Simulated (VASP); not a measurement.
Output of a VASP run:

**OSZICAR**
```
...
DAV:   7    -0.159181353964E+03    0.83300E-04   -0.35206E-04   688   0.466E-02    0.238E-02
DAV:   8    -0.159181348770E+03    0.51946E-05   -0.70665E-05   600   0.236E-02
   6 F= -.15918135E+03 E0= -.15917904E+03  d E =-.194931E-01
       N       E                     dE             d eps       ncg     rms          rms(c)
DAV:   1    -0.159186166156E+03   -0.48122E-02   -0.49534E+00   440   0.811E+00    0.583E-01
DAV:   2    -0.159230257048E+03   -0.44091E-01   -0.33556E-01   728   0.135E+00    0.790E-01
DAV:   3    -0.159219315200E+03    0.10942E-01   -0.54467E-01   752   0.154E+00    0.684E-01
DAV:   4    -0.159196321112E+03    0.22994E-01   -0.18773E-01   784   0.894E-01    0.284E-01
DAV:   5    -0.159193489878E+03    0.28312E-02   -0.21959E-02   736   0.366E-01    0.160E-01
DAV:   6    -0.159193502615E+03   -0.12736E-04   -0.32917E-03   752   0.157E-01    0.112E-01
DAV:   7    -0.159193268508E+03    0.23411E-03   -0.11045E-03   688   0.812E-02    0.405E-02
DAV:   8    -0.159193247324E+03    0.21184E-04   -0.26202E-04   760   0.422E-02    0.286E-02
DAV:   9    -0.159193251157E+03   -0.38328E-05   -0.68036E-05   584   0.200E-02
   7 F= -.15919325E+03 E0= -.15919127E+03  d E =-.313955E-01
       N       E                     dE             d eps       ncg     rms          rms(c)
DAV:   1    -0.159195321329E+03   -0.20740E-02   -0.30618E+00   440   0.645E+00    0.803E-01
DAV:   2    -0.159205107442E+03   -0.97861E-02   -0.13147E-01   656   0.107E+00    0.316E-01
DAV:   3    -0.159214695381E+03   -0.95879E-02   -0.11900E-01   800   0.704E-01    0.510E-01
DAV:   4    -0.159207715807E+03    0.69796E-02   -0.10792E-01   800   0.706E-01    0.316E-01
DAV:   5    -0.159203502940E+03    0.42129E-02   -0.32536E-02   792   0.392E-01    0.194E-01
DAV:   6    -0.159203170124E+03    0.33282E-03   -0.38752E-03   600   0.192E-01    0.916E-02
DAV:   7    -0.159203038181E+03    0.13194E-03   -0.97508E-04   656   0.947E-02    0.485E-02
DAV:   8    -0.159203037230E+03    0.95177E-06   -0.15690E-04   616   0.386E-02    0.419E-02
DAV:   9    -0.159203045070E+03   -0.78408E-05   -0.29073E-05   416   0.166E-02
   8 F= -.15920305E+03 E0= -.15920143E+03  d E =-.979391E-02
       N       E                     dE             d eps       ncg     rms          rms(c)
DAV:   1    -0.159203052085E+03   -0.14855E-04   -0.18578E-03   464   0.159E-01    0.200E-02
DAV:   2    -0.159203262701E+03   -0.21062E-03   -0.12537E-03   784   0.750E-02    0.576E-02
DAV:   3    -0.159203057469E+03    0.20523E-03   -0.11589E-03   736   0.721E-02    0.864E-03
DAV:   4    -0.159203065738E+03   -0.82695E-05   -0.68563E-05   536   0.200E-02
   9 F= -.15920307E+03 E0= -.15920144E+03  d E =-.981458E-02
       N       E                     dE             d eps       ncg     rms          rms(c)
DAV:   1    -0.159204999516E+03   -0.19420E-02   -0.38462E-01   440   0.221E+00    0.206E-01
DAV:   2    -0.159210947934E+03   -0.59484E-02   -0.43133E-02   720   0.464E-01    0.292E-01
DAV:   3    -0.159206972516E+03    0.39754E-02   -0.67479E-02   752   0.534E-01    0.191E-01
DAV:   4    -0.159205681776E+03    0.12907E-02   -0.14262E-02   752   0.256E-01    0.969E-02
DAV:   5    -0.159205260406E+03    0.42137E-03   -0.28568E-03   728   0.127E-01    0.411E-02
DAV:   6    -0.159205274264E+03   -0.13858E-04   -0.34090E-04   728   0.508E-02    0.255E-02
DAV:   7    -0.159205272067E+03    0.21973E-05   -0.36833E-05   448   0.184E-02
  10 F= -.15920527E+03 E0= -.15920380E+03  d E =-.220633E-02
```

### OUTCAR
```
------------------------ aborting loop because EDIFF is reached ----------------------------------------
  FORCE on cell =-STRESS in cart. coord.  units (eV):
  Direction    XX          YY          ZZ          XY          YZ          ZX
  --------------------------------------------------------------------------------------
  Total       -3.2080117     -3.2080116     -0.1165352     -0.0000000     -0.0000000     -0.0000000
  in kB       -6.7486336     -6.7486334     -0.2451529     -0.0000000     -0.0000000     -0.0000000
  external PRESSURE =      -4.5808066 kB  Pullay stress =       0.0000000 kB
  volume of cell :      761.61
      direct lattice vectors                 reciprocal lattice vectors
     6.389804572  0.000000000  0.000000000     0.156499309 -0.090354919  0.000000000
     3.194902286  5.533733008  0.000000000     0.000000000  0.180709839  0.000000000
     0.000000000  0.000000000 21.538968305     0.000000000  0.000000000  0.046427479
 POSITION                                       TOTAL-FORCE (eV/Angst)
 -----------------------------------------------------------------------------------
      6.38980      1.85944      7.07939         0.000000      0.017216     -0.005453
      3.19490      1.84458      7.09813         0.000000     -0.000000      0.027623
      7.97438      4.60401      7.07939        -0.014910     -0.008608     -0.005453
      4.80523      4.60401      7.07939         0.014910     -0.008608     -0.005453
      3.19490      5.53373      9.38053         0.000000     -0.000000     -0.021468
      6.38980      5.53214      9.42735        -0.000000     -0.008458      0.013513
      7.98588      2.76766      9.42735        -0.007324      0.004229      0.013513
      4.79373      2.76766      9.42735         0.007324      0.004229      0.013513
      6.38980      1.86977     12.06125        -0.000000     -0.002121     -0.019881
      3.19490      1.84458     12.15032         0.000000     -0.000000      0.002894
      7.96544      4.59885     12.06125         0.001837      0.001060     -0.019881
      4.81417      4.59885     12.06125        -0.001837      0.001060     -0.019881
      3.19490      5.53373     14.28405         0.000000     -0.000000      0.029714
      6.38980      5.51539     14.54549         0.000000      0.008051     -0.001826
      7.97137      2.77604     14.54549         0.006972     -0.004025     -0.001826
      4.80824      2.77604     14.54549        -0.006972     -0.004025     -0.001826
      3.19490      1.84458     16.28612         0.000000     -0.000000      0.002175
 -----------------------------------------------------------------------------------
    total drift:                                0.001956      0.001129     -0.006797
  FREE ENERGIE OF THE ION-ELECTRON SYSTEM (eV)
  ---------------------------------------------------
  free  energy   TOTEN  =      -159.2052720667 eV

  energy  without entropy=     -159.2008697616  energy(sigma->0) =     -159.20380463

 reached required accuracy - stopping structural energy minimisation
```
(Selected blocks of OUTCAR.)

POSCAR:
```
Hf16S
1
    6.3898045719     0.0000000000     0.0000000000
    3.1949022860     5.5337330082     0.0000000000
    0.0000000000     0.0000000000    21.5389683049
Hf S
16 1
Direct
 -0.1666670000   0.3333330000   0.3244500000
  0.3333330000   0.3333330000   0.3244500000
 -0.1666670000   0.8333330000   0.3244500000
  0.3333330000   0.8333330000   0.3244500000
  0.0000000000   0.0000000000   0.4414830000
  0.5000000000   0.0000000000   0.4414830000
  0.0000000000   0.5000000000   0.4414830000
  0.5000000000   0.5000000000   0.4414830000
 -0.1666670000   0.3333330000   0.5585170000
  0.3333330000   0.3333330000   0.5585170000
 -0.1666670000   0.8333330000   0.5585170000
  0.3333330000   0.8333330000   0.5585170000
  0.0000000000   0.0000000000   0.6755500000
  0.5000000000   0.0000000000   0.6755500000
  0.0000000000   0.5000000000   0.6755500000
  0.5000000000   0.5000000000   0.6755500000
  0.3333330000   0.3333330000   0.7534180000
```

Reconstruct the remaining input files.

This is not unique; one that fits is the input of the run itself, PBE GGA, plane waves, VASP's PBE PAW potentials (set 64).

**KPOINTS**
```
Automatic mesh
0
Gamma
5 5 1
0 0 0
```

### INCAR
```
# general
SYSTEM  = Hf16S
PREC    = Normal
ENCUT   = 400   # plane-wave cut-off (eV)
LREAL   = F   # projection in real space or not
LASPH   = T   # aspherical one-centre terms

# electronic loop
EDIFF   = 1E-5   # SCF stop (eV)
NELM    = 100   # most electronic steps
NELMIN  = 4
ALGO    = Normal
LMAXMIX = 6

# smearing
ISMEAR  = 1
SIGMA   = 0.1   # width (eV)

# functional
GGA     = PE

# ions
IBRION  = 2
NSW     = 50   # most ionic steps
ISIF    = 2   # forces and stress, cell fixed
EDIFFG  = -0.03

# output
LWAVE   = T
LCHARG  = F

# other
LDIPOL  = T
IDIPOL  = 3
DIPOL   = 0.5 0.5 0.5
```

POTCAR, in this order: Hf S (PBE.64 set). Program: vasp_std.

The cell is a thin slab with vacuum, built from Hf (hcp): (001) face, S adsorbed.
